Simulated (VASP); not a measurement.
Consider the following.

```
Fe
1.0
   -1.42891     1.42891     1.42891
    1.42891    -1.42891     1.42891
    1.42891     1.42891    -1.42891
Fe
1
Direct
  0.00000   0.00000   0.00000
```
Starting moments (μB, in the order of the record's atoms Fe): 2.2.

Computed with vdW-DF2, VASP's PBE PAW potentials (set 64) (plane waves; VASP 6.6.1). Settings: 520 eV cut-off, 18×18×18 Γ-centred mesh, first-order Methfessel-Paxton smearing of 0.10 eV, potentials Fe.

Question: Predict the cell moment, energy per atom (σ→0), pressure, band gap (on the k-mesh) with the smallest direct gap where there is one.

Answer: 
- band gap (on the k-mesh): none (metal, semimetal or under 0.01 eV)
- cell moment: 2.13 μB
- energy per atom (σ→0): -4.913 eV/atom
- pressure: 5.51 GPa

Question: Give the moment on each site (PAW-sphere projection).

Answer: 
| site | moment (μB) |
|---|---|
| Fe1 | 2.14 |

Total energies compare only between runs with the same potentials, cut-off and functional.

The compound is Fe in the bcc structure. This cell is one point of a volume scan, at 0.97 of the reference volume.
